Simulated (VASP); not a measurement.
AgI (zinc blende): the lattice constant a from VASP (plane waves, PAW) at several levels of theory. Static lattice.

```json
[
 {"level": "RPBE", "lattice constant a (Å)": "6.789"},
 {"level": "AM05", "lattice constant a (Å)": "6.495"},
 {"level": "PBE-D3(BJ)", "lattice constant a (Å)": "6.497"},
 {"level": "PBE-D4", "lattice constant a (Å)": "6.491"},
 {"level": "optB88-vdW", "lattice constant a (Å)": "6.577"},
 {"level": "rev-vdW-DF2", "lattice constant a (Å)": "6.538"}
]
```

The cell of the RPBE run:

```
AgI
1.0
    0.00000     3.39462     3.39462
    3.39462     0.00000     3.39462
    3.39462     3.39462     0.00000
Ag I
1 1
Direct
  0.00000   0.00000   0.00000
  0.25000   0.25000   0.25000
```

Only levels that ran to the end are used. Left out are those held back, those with too coarse a band path, GW runs whose mesh misses a band edge, hybrids' fits of cells that aren't cubic and levels without matching references; a question may draw on a part of the rest.

The compound is AgI in the zinc blende structure, whereas wurtzite is the usual form.
